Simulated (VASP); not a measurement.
Calculation: PBE GGA with D3 dispersion (zero damping), VASP's PBE PAW potentials (set 64) (plane waves; VASP 6.6.1).

VASP ran on this input.

File KPOINTS:
```
kpoints
0
gamma
  5 5 4
0 0 0
```

### POSCAR
```
SnO
1.0
  3.8394859527   0.0000000000   0.0000000000
  0.0000000000   3.8394859527   0.0000000000
  0.0000000000   0.0000000000   4.8559786088
Sn O
2 2
direct
  0.5000000000   0.0000000000   0.7594155130
  0.0000000000   0.5000000000   0.2405844870
  0.5000000000   0.5000000000   0.0000000000
  1.0000000000   0.0000000000   0.0000000000
```

### INCAR
```
EDIFF=1E-6   ! SCF stop (eV)
NELM=100   ! most electronic steps
SIGMA=0.05   ! width (eV)
LASPH=.TRUE.   ! aspherical one-centre terms
EDIFFG=-0.02   ! ionic stop
LWAVE=.FALSE.
ISMEAR=0   ! Gaussian
ENCUT=520   ! plane-wave cut-off (eV)
ISIF=3   ! ions, shape and volume
PREC=Accurate
NSW=60
LMAXMIX=4   ! l cut-off of mixed one-centre charges
GGA=PE   ! PBE
IVDW=11
ALGO=Normal   ! blocked Davidson
SYSTEM=SnO
LCHARG=.FALSE.
IBRION=2
LREAL=.FALSE.
```

POTCAR, in this order: Sn_d O (PBE.64 set). Program: vasp_std.

The resulting files:

OUTCAR:
```
 ion  position               nearest neighbor table
   1  0.500  0.000  0.759-   3 2.25   4 2.25   3 2.25   4 2.25   2 3.58   2 3.58   2 3.58   2 3.58
                             2 3.70   2 3.70   2 3.70   2 3.70
   2  0.000  0.500  0.241-   3 2.25   4 2.25   4 2.25   3 2.25   1 3.58   1 3.58   1 3.58   1 3.58
                             1 3.70   1 3.70   1 3.70   1 3.70
   3  0.500  0.500  0.000-   1 2.25   2 2.25   1 2.25   2 2.25
   4  0.000  0.000  0.000-   1 2.25   2 2.25   2 2.25   1 2.25
  LATTYP: Found a simple tetragonal cell.
 ALAT       =     3.8394859527
 C/A-ratio  =     1.2647470700
 Subroutine PRICEL returns:
 Original cell was already a primitive cell.
 Subroutine GETGRP returns: Found 16 space group operations
The static configuration has the point symmetry D_2d.
 The point group associated with its full space group is D_4h.
The dynamic configuration has the point symmetry D_2d.
 Subroutine INISYM returns: Found 16 space group operations
 Subroutine IBZKPT returns following result:
 Found     18 irreducible k-points:

 Following reciprocal coordinates:
            Coordinates               Weight
  0.000000  0.000000  0.000000      1.000000
  0.200000  0.000000  0.000000      4.000000
  0.400000  0.000000  0.000000      4.000000
  0.200000  0.200000  0.000000      4.000000
  0.400000  0.200000  0.000000      8.000000
  0.400000  0.400000  0.000000      4.000000
  0.000000  0.000000  0.250000      2.000000
  0.200000  0.000000  0.250000      8.000000
  0.400000  0.000000  0.250000      8.000000
  0.200000  0.200000  0.250000      8.000000
  0.400000  0.200000  0.250000     16.000000
  0.400000  0.400000  0.250000      8.000000
  0.000000  0.000000  0.500000      1.000000
  0.200000  0.000000  0.500000      4.000000
  0.400000  0.000000  0.500000      4.000000
  0.200000  0.200000  0.500000      4.000000
  0.400000  0.200000  0.500000      8.000000
  0.400000  0.400000  0.500000      4.000000
...
```

OSZICAR:
```
       N       E                     dE             d eps       ncg     rms          rms(c)
DAV:   1     0.401759050647E+03    0.40176E+03   -0.20801E+04   872   0.256E+03
DAV:   2     0.307710131065E+02   -0.37099E+03   -0.36482E+03   928   0.582E+02
DAV:   3    -0.239162701262E+02   -0.54687E+02   -0.54005E+02  1000   0.194E+02
DAV:   4    -0.263975954952E+02   -0.24813E+01   -0.24772E+01  1032   0.447E+01
DAV:   5    -0.264548502930E+02   -0.57255E-01   -0.57251E-01  1104   0.717E+00    0.117E+01
DAV:   6    -0.227406172767E+02    0.37142E+01   -0.25784E+01  1448   0.530E+01    0.482E+00
DAV:   7    -0.227224599848E+02    0.18157E-01   -0.23938E+00  1008   0.996E+00    0.257E+00
DAV:   8    -0.227266736363E+02   -0.42137E-02   -0.60917E-01  1240   0.558E+00    0.106E+00
DAV:   9    -0.227033140451E+02    0.23360E-01   -0.18193E-01  1296   0.395E+00    0.265E-01
DAV:  10    -0.227058896565E+02   -0.25756E-02   -0.22380E-02  1288   0.128E+00    0.232E-01
DAV:  11    -0.227046677806E+02    0.12219E-02   -0.79258E-03  1344   0.804E-01    0.290E-02
DAV:  12    -0.227047620089E+02   -0.94228E-04   -0.82717E-04   952   0.178E-01    0.470E-02
DAV:  13    -0.227047465390E+02    0.15470E-04   -0.14867E-04  1336   0.137E-01    0.731E-03
DAV:  14    -0.227047469129E+02   -0.37383E-06   -0.12187E-05  1160   0.364E-02    0.413E-03
DAV:  15    -0.227047470946E+02   -0.18176E-06   -0.93689E-07   688   0.115E-02
   1 F= -.23216855E+02 E0= -.23216855E+02  d E =-.232169E+02
       N       E                     dE             d eps       ncg     rms          rms(c)
DAV:   1    -0.227091379851E+02   -0.43911E-02   -0.16232E-01  1160   0.406E+00    0.328E-01
DAV:   2    -0.227073773241E+02    0.17607E-02   -0.57303E-03  1232   0.109E+00    0.171E-01
DAV:   3    -0.227066180002E+02    0.75932E-03   -0.15612E-03  1192   0.756E-01    0.412E-02
DAV:   4    -0.227066035383E+02    0.14462E-04   -0.33977E-04  1096   0.163E-01    0.140E-02
DAV:   5    -0.227065955594E+02    0.79789E-05   -0.27618E-05  1088   0.833E-02    0.503E-03
DAV:   6    -0.227065953708E+02    0.18856E-06   -0.27238E-06   712   0.230E-02
   2 F= -.23217533E+02 E0= -.23217533E+02  d E =-.677902E-03
```

**OUTCAR**
```
------------------------ aborting loop because EDIFF is reached ----------------------------------------
 Edisp (eV)   -0.51094
  FORCE on cell =-STRESS in cart. coord.  units (eV):
  Direction    XX          YY          ZZ          XY          YZ          ZX
  --------------------------------------------------------------------------------------
  Total       0.06008     0.06008    -0.04863     0.00000     0.00000     0.00000
  in kB       1.34203     1.34203    -1.08615     0.00000     0.00000     0.00000
  external pressure =        0.53 kB  Pullay stress =        0.00 kB
  volume of cell :       71.73
      direct lattice vectors                 reciprocal lattice vectors
     3.846312533  0.000000000  0.000000000     0.259989273  0.000000000  0.000000000
     0.000000000  3.846312533  0.000000000     0.000000000  0.259989273  0.000000000
     0.000000000  0.000000000  4.848326415     0.000000000  0.000000000  0.206256740
 POSITION                                       TOTAL-FORCE (eV/Angst)
 -----------------------------------------------------------------------------------
      1.92316      0.00000      3.68444         0.000000     -0.000000      0.014633
      0.00000      1.92316      1.16389        -0.000000     -0.000000     -0.014633
      1.92316      1.92316      0.00000         0.000000      0.000000      0.000000
      3.84631      0.00000      0.00000        -0.000000     -0.000000      0.000000
 -----------------------------------------------------------------------------------
    total drift:                                0.000000      0.000000      0.000000
  FREE ENERGIE OF THE ION-ELECTRON SYSTEM (eV)
  ---------------------------------------------------
  free  energy   TOTEN  =       -23.2175331850 eV

  energy  without entropy=      -23.2175331850  energy(sigma->0) =      -23.21753318

 reached required accuracy - stopping structural energy minimisation
```
(Selected blocks of OUTCAR.)

CONTCAR:
```
SnO
   1.00000000000000
     3.8463125332777510    0.0000000000000000    0.0000000000000000
     0.0000000000000000    3.8463125332777510    0.0000000000000000
     0.0000000000000000    0.0000000000000000    4.8483264153845118
  Sn              O
     2     2
Direct
     0.5000000000000000    0.0000000000000000    0.7599397206912571
     0.0000000000000000    0.5000000000000000    0.2400602793087429
     0.5000000000000000    0.5000000000000000    0.0000000000000000
     1.0000000000000000    0.0000000000000000    0.0000000000000000
```

The compound is SnO in the litharge structure. This run relaxes it. Symmetry was kept, so distortions that lower it aren't found. The start is the result of an earlier pass.
